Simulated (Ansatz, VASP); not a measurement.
# CsPbBr3 in two plane-wave programs

Aim: how closely do two programs agree when they are given the same cell, functional and k mesh? The cell is taken from a series of runs on this material, whose earlier steps may have relaxed, scaled, displaced or heated it; both programs get it as it stands.

Method: plane waves, with VASP 6.6.1 beside it; G0W0 gap at PBEsol, in Ansatz 0.2.0.

**1. Starting point**

It takes space group Pm-3m (No. 221, cubic). Conventional cell: a = 5.870 Å, b = 5.870 Å, c = 5.870 Å, α = 90.00°, β = 90.00°, γ = 90.00°. Cs has 12 Br at 4.15 Å nearest. Nearest to Pb lie 6 Br at 2.94 Å. Nearest to Br lie 2 Pb at 2.94 Å and 4 Cs at 4.15 Å. Farther neighbours and most contacts between anions are not listed.

**2. Ansatz: G0W0 gap, PBEsol**

Ansatz runs on its PAW soft_1 files.

Quasiparticle shifts depend on high empty states and on the cores, so they are the hardest test of two PAW sets.

input.yaml reads:

```yaml
crystal:
  lattice:
    - [5.87, 0.0, 0.0]
    - [0.0, 5.87, 0.0]
    - [0.0, 0.0, 5.87]
  atoms:
    - { symbol: Cs, position: [0.0, 0.0, 0.0] }
    - { symbol: Pb, position: [0.5, 0.5, 0.5] }
    - { symbol: Br, position: [0.0, 0.5, 0.5] }
    - { symbol: Br, position: [0.5, 0.0, 0.5] }
    - { symbol: Br, position: [0.5, 0.5, 0.0] }
kpoints:
  mp_grid: { grid: [2, 2, 2] }
hamiltonian:
  xc: pbesol
  pseudopotentials: { kind: paw, azcp: { folder: soft_1 }, xc_functional: pbe }
scf:
  occupations: { method: fixed }
gw:
  n_empty_bands: 459
  ecut_chi: 100
  qp_bands: [v2, c2]
  qp_kpoints: band_edges
  screening: { model: contour_deformation }
```

Started as:

```sh
> ansatz run input.yaml --threads 2 --pin off --max-ram 92160MiB --backend cuda --events-out ev --progress --plain --runs-dir out --devices 1 --max-vram 13GiB
```

Numbers of over 12 decimals in the logs are rounded to 6 here.

The log of the run:

```text
GPUs: using 1 of 1 available (devices: 1).
Engine: ansatz 0.2.0, x86_64-unknown-linux-gnu
Pseudopotentials: kind: paw
Pseudopotential: Cs, paw, valence charge 9, recommended cutoff 420 eV (normal), soft_1/Cs.paw.azcp
Pseudopotential: Pb, paw, valence charge 14, recommended cutoff 420 eV (normal), soft_1/Pb.paw.azcp
Pseudopotential: Br, paw, valence charge 7, recommended cutoff 420 eV (normal), soft_1/Br.paw.azcp
Functional definition: PBEsol
  exchange = pbesol_x
  correlation = pbesol_c
device memory: the entry about to start is reckoned to put 1.3 GiB on a device that reports 44.7 GiB free (of which the cap on the GPU budget leaves the run 13.0 GiB)
GPU FFT provider: cuFFT
GPU libraries: cuBLAS 13.8.2, cuFFT 12.4.0, cuSOLVER 12.3.4
Crystal: 5 atoms, lattice volume = 202.262 Å³
Basis set: ecut = 420 eV, 3911 PW (Γ)
Bands: 27, of which v1, the nominal top of the filled ones, is band 22 counted from 1 (21 counted from 0)
Symmetry: 48 space group operations
Space group: Pm-3m (ITA 221), of the structure as read, at distance tolerance 5.9e-5 Å
k-points: 4 of 8
Non-local potential: Cs, projectors of the file, l = 0: 3, l = 1: 2, l = 2: 2, l = 3: 2
Non-local potential: Pb, projectors of the file, l = 0: 2, l = 1: 2, l = 2: 2, l = 3: 1
Non-local potential: Br, projectors of the file, l = 0: 2, l = 1: 2, l = 2: 2
PAW form: soft (Blöchl's): semilocal exchange-correlation on the pseudo side does not see the compensation charge
PAW frozen core: Cs, regenerated for the run's functional, and the local potential with it (the file was generated under x = pbe(κ = 0.804, μ = 0.219515), c = pbe(β = 0.066725))
PAW frozen core: Pb, regenerated for the run's functional, and the local potential with it (the file was generated under x = pbe(κ = 0.804, μ = 0.219515), c = pbe(β = 0.066725))
PAW frozen core: Br, regenerated for the run's functional, and the local potential with it (the file was generated under x = pbe(κ = 0.804, μ = 0.219515), c = pbe(β = 0.066725))
PAW one-centre angular grid: Cs, 194 points (default); XC on 64 Gauss nodes
PAW one-centre angular grid: Pb, 590 points (default); XC on 64 Gauss nodes
PAW one-centre angular grid: Br, 110 points (default); XC on 64 Gauss nodes
Initial density: superposition of atomic densities (chi_scale 0.1, normalization cell, long waves kept (reshape's long-wave potential 0.00 eV rms))
Initial wavefunctions: pseudopotential atomic-orbital guess
GPU buffer pool allocated for 64000 grid points (all kernels)
GPU transforms: local potential and band sums: pruned to the plane-wave sphere, on 40×40×40
Functional: x = pbesol(κ = 0.804, μ = 0.123457), c = pbesol(β = 0.046)
SCF iter   1: F=—  HF=-25559.229075 eV  |F-HF|=—  |Δ(HF+E_count)|=         —  Δρ=1.96e-2  dr2=2.09e0  ethr=3.10e-3  ⟨swp⟩=5.0  Hψ=445  notcnv=0  defer=7
preconditioner: auto → Resta (q_TF=auto, 2.116 Å⁻¹)  ε∞=3.0  [insulator: Δε(μ)=1.310 eV  Ē_g=12.055 eV  n_scr=26 (ndim 8)  ℏωp=16.9 eV  f_vac=0.010  ε∞_Penn≈3.0]
SCF iter   2: F=—  HF=-25558.519287 eV  |F-HF|=—  |Δ(HF+E_count)|=   7.10e-1  Δρ=1.03e-2  dr2=7.45e-1  ethr=3.10e-3  ⟨swp⟩=2.5  Hψ=155  notcnv=0  defer=8
SCF iter   3: F=—  HF=-25558.157448 eV  |F-HF|=—  |Δ(HF+E_count)|=   3.62e-1  Δρ=2.69e-3  dr2=1.86e-2  ethr=1.69e-3  ⟨swp⟩=3.5  Hψ=222  notcnv=0  defer=8
SCF iter   4: F=—  HF=-25558.156085 eV  |F-HF|=—  |Δ(HF+E_count)|=   1.36e-3  Δρ=7.80e-4  dr2=1.97e-3  ethr=4.23e-5  ⟨swp⟩=2.5  Hψ=231  notcnv=0  defer=10
SCF iter   5: F=—  HF=-25558.155993 eV  |F-HF|=—  |Δ(HF+E_count)|=   9.17e-5  Δρ=1.93e-4  dr2=7.10e-5  ethr=4.49e-6  ⟨swp⟩=2.8  Hψ=204  notcnv=0  defer=10
SCF iter   6: F=—  HF=-25558.156098 eV  |F-HF|=—  |Δ(HF+E_count)|=   1.05e-4  Δρ=4.13e-5  dr2=4.35e-6  ethr=1.61e-7  ⟨swp⟩=2.0  Hψ=176  notcnv=0  defer=10
SCF iter   7: F=—  HF=-25558.156102 eV  |F-HF|=—  |Δ(HF+E_count)|=   4.06e-6  Δρ=6.13e-6  dr2=1.17e-7  ethr=9.89e-9  ⟨swp⟩=2.0  Hψ=185  notcnv=0  defer=10
SCF iter   8: F=-25558.156103 eV  HF=-25558.156103 eV  |F-HF|=1.18e-8  |Δ(HF+E_count)|=   1.80e-7  Δρ=2.13e-6  dr2=1.04e-8  ethr=2.27e-10  ⟨swp⟩=11.5  Hψ=450  notcnv=0
SCF 1 converged in 8 iterations: F = -25558.156103 eV  dr2 = 1.04e-8
  greatest PAW one-centre occupation: 0.983 electrons in one spin orbital (limit 2), on the Pb atom at site 1 (counted from 0), in its partial waves of l = 2
device memory: the entry about to start is reckoned to put 1.6 GiB on a device that reports 44.7 GiB free (of which the cap on the GPU budget leaves the run 13.0 GiB)
NSCF: frozen V_eff on 4 k-points
the band table was solved once the SCF had ended and its energy, with any forces and stress, was formed, with the checks that follow a solve (518 applications of the Hamiltonian). They found nothing against the state; the energy, forces and stress were not computed again (output.eigenvalues in the input reference)
device memory: the entry about to start is reckoned to put 3.4 GiB on a device that reports 44.7 GiB free (of which the cap on the GPU budget leaves the run 13.0 GiB)
NSCF: frozen V_eff on 4 k-points
G₀W₀ screening: q 1/4
[... further progress lines ...]
SCF converged after 8 iterations
Free energy (F): -25558.156103 eV
Harris-Foulkes:  -25558.156103 eV  (|F-HF|=1.18e-8)
Internal energy: -25558.156103 eV  (E = F + TS)
E sigma→0 (E₀):  -25558.156103 eV
Fermi energy:    3.769467 eV
--- Per-component energies (eV) ---
  E_band       = -242.044313
  E_kinetic    = 832.822971
  E_local      = -2557.916416  (includes V_loc(G=0)·N_el)
  E_nonlocal   = 486.618543
  E_hartree    = 944.433022
  E_xc         = -969.464086
  E_vxc        = -605.315671  (∫ρ·V_xc dr)
  E_paw        = -22022.387597  (= ΣΔE_a)
  E_vpaw       = -287.121193  (= ΣTr[D̂ρ^β])
  E_aug_tail   = -0.000014  (compensation charges beyond the density's cutoff)
  E_ewald      = -2272.745672
  E_core_change = 0.483147  (= ΣΔE_core)
  E_smearing   = -0.000000  (= −TS)
  E_closure    = 0.000000  (closes the sum)
  Σ components = -25558.156103   (vs F -25558.156103, Δ=0.00e0)
--- Band table (eV) ---
  k-point 0: bands = [... 18 lower, 1.6556, 1.7771, 1.7771, 1.7771, 6.6671, 7.8120, 7.8120, 8.5348, ... 1 higher]
  k-point 1: bands = [... 18 lower, 1.5199, 1.6656, 1.6656, 2.3575, 6.1924, 8.1570, 8.7248, 8.8613, ... 1 higher]
  k-point 2: bands = [... 18 lower, 1.4230, 1.5428, 2.1454, 3.0739, 5.6961, 5.6961, 8.5426, 8.8882, ... 1 higher]
  k-point 3: bands = [... 18 lower, 2.1577, 2.1577, 2.1577, 3.7695, 5.1278, 5.1278, 5.1278, 8.1714, ... 1 higher]
--- G₀W₀: contour deformation, 7 samples at zero and on the imaginary axis and 1 off it, 8 q-points, 459 empty bands' worth ---
  eigenvalues of the whole cell's RPA ε∞ on this k-mesh (on a slab, of 1 + 4πα/V) = 13.5196, 13.5196, 13.5196; static W/v taken at q = 0 is 0.073967
  bands read: the sum over 481 bands ends inside a degenerate multiplet in 1 slot, whose members it reads at an even weight; the widest, k=0: bands 481 to 483 (counted from 1) at 1/3 each
  gw.qp_kpoints: band_edges: 4 of 4 stored k-points solved, in 1 pass; an edge of the gap read off the rows below is read off those points alone
    ik  band        ε_KS         Σx   Σc(E_QP)       V_xc       Z   E_QP_lin       E_QP  E_QP is
     0    21      1.7771   -19.2604     2.9568   -15.4538  0.7186     0.8882     0.9274  root
     0    22      1.7771   -19.2604     2.9568   -15.4538  0.7186     0.8882     0.9274  root
     0    23      6.6671    -3.6853    -3.6051    -7.4554  0.7878     6.8330     6.8322  root
     0    24      7.8120    -3.3147    -3.5930    -7.1395  0.7865     8.0457     8.0439  root
     1    21      1.6656   -18.9544     3.0010   -15.0773  0.7171     0.7465     0.7894  root
     1    22      2.3575   -20.0023     2.3216   -17.0119  0.7301     1.6686     1.6887  root
     1    23      6.1924    -9.0739    -3.9016   -13.4864  0.7503     6.7139     6.7032  root
     1    24      8.1570    -4.6490    -3.7045    -8.6433  0.7787     8.4497     8.4467  root
     2    21      2.1454   -19.5429     2.9284   -15.7505  0.7220     1.2412     1.2813  root
     2    22      3.0739   -19.8577     1.9075   -17.3645  0.7394     2.4742     2.4882  root
     2    23      5.6961    -8.5883    -3.7853   -12.8402  0.7563     6.1710     6.1626  root
     2    24      5.6961    -8.5883    -3.7853   -12.8402  0.7563     6.1710     6.1626  root
     3    21      2.1577   -19.5888     2.9318   -15.7934  0.7219     1.2540     1.2940  root
     3    22      3.7695   -19.8877     1.5803   -17.7985  0.7460     3.2508     3.2606  root
     3    23      5.1278    -7.7469    -3.7233   -11.8993  0.7632     5.5636     5.5568  root
     3    24      5.1278    -7.7469    -3.7233   -11.8993  0.7632     5.5636     5.5568  root
```

Reading the cycles: dr2 is the Hartree energy of the density residual (eV), the measure of convergence; HF is the Harris–Foulkes estimate of the energy, which meets the free energy F at convergence.

(Part 1 of 2 ends here.)

[Lines on the potential files, build, host, timing and source positions are cut from VASP's logs without a mark.]

[Logs are printed without paths, hosts, clocks, repeated set-up lines and the standing remarks that a program may print on its own settings, such as how far it seeks lower states.]

[Hosts, paths, dates, database ids (printed as entryN), source tags and the programs' standing remarks are cut or masked in the printed files.]
